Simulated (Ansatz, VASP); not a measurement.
Two plane-wave programs on SnC2

INCAR

```
PREC = Accurate
ENCUT = 600
EDIFF = 1E-6
ISMEAR = 0
SIGMA = 0.1
LREAL = F
LASPH = T
NELM = 60
ALGO = Normal
ISIF = 3
LWAVE = F
LCHARG = F
GGA = PE
IBRION = 2
NSW = 90
EDIFFG = -0.04
```

Contents of KPOINTS:

```
Automatic mesh
0
Gamma
  4 4 4
```

POSCAR

```
SnC2
1.0
    4.5194405383      0.0000000000      0.0000000000
    0.0000000000      4.5194405383      0.0000000000
    0.0000000000      0.0000000000      4.5194405383
Sn C
2 4
Direct
    0.0000000000      0.0000000000      0.0000000000
    0.5000000000      0.5000000000      0.5000000000
    0.2500000000      0.2500000000      0.2500000000
    0.2500000000      0.7500000000      0.7500000000
    0.7500000000      0.7500000000      0.2500000000
    0.7500000000      0.2500000000      0.7500000000
```

Input for Ansatz:

```yaml
crystal:
  lattice:
    - [4.5194405383, 0.0, 0.0]
    - [0.0, 4.5194405383, 0.0]
    - [0.0, 0.0, 4.5194405383]
  atoms:
    - { symbol: Sn, position: [0.0, 0.0, 0.0] }
    - { symbol: Sn, position: [0.5, 0.5, 0.5] }
    - { symbol: C, position: [0.25, 0.25, 0.25] }
    - { symbol: C, position: [0.25, 0.75, 0.75] }
    - { symbol: C, position: [0.75, 0.75, 0.25] }
    - { symbol: C, position: [0.75, 0.25, 0.75] }
basis:
  ecutwfc: 420
kpoints:
  mp_grid: { grid: [4, 4, 4] }
hamiltonian:
  xc: pbe
scf:
  occupations: { method: gaussian, width: 0.1 }
  lower_state_search: "off"
output:
  forces: true
  stress: true
  eigenvalues: true
relax:
  adjacent_minimum: "off"
  f_tol: 0.04
  max_steps: 70
  cell: { stress_tol: 0.4 }
```

Alike in both runs: task relaxation of cell and atoms; functional PBE; k mesh 4 × 4 × 4; occupations gaussian, width 0.1 eV; no spin polarisation.

|  | VASP | Ansatz |
| --- | --- | --- |
| version | VASP 6.6.1 | Ansatz 0.2.0 |
| potentials or method | VASP PAW PBE potentials, release 64 (Sn_d, C) | scalar-relativistic, plane waves, PAW |
| plane-wave cutoff (eV) | 600 | 420 |
| valence electrons in the cell | 44 | 44 |

|  | VASP | Ansatz | Ansatz less VASP |
| --- | --- | --- | --- |
| gap on the k mesh at the Fermi level, each at its own relaxed structure (eV) | none | none | - |
| relaxed volume (Å³/atom) | 18.65 | 18.63 | -0.022 |
| relaxed cell length with the largest relative difference (Å) | 4.819 | 4.817 | -0.0019 |
| energy change over the relaxation (meV/atom) | -228 | -236 | -7.1 |

A gap of «none» marks a metal or a gap that the smearing closes.

Caveats: the volume moved by over 15 % at a fixed basis, so the end points are rough (VASP).
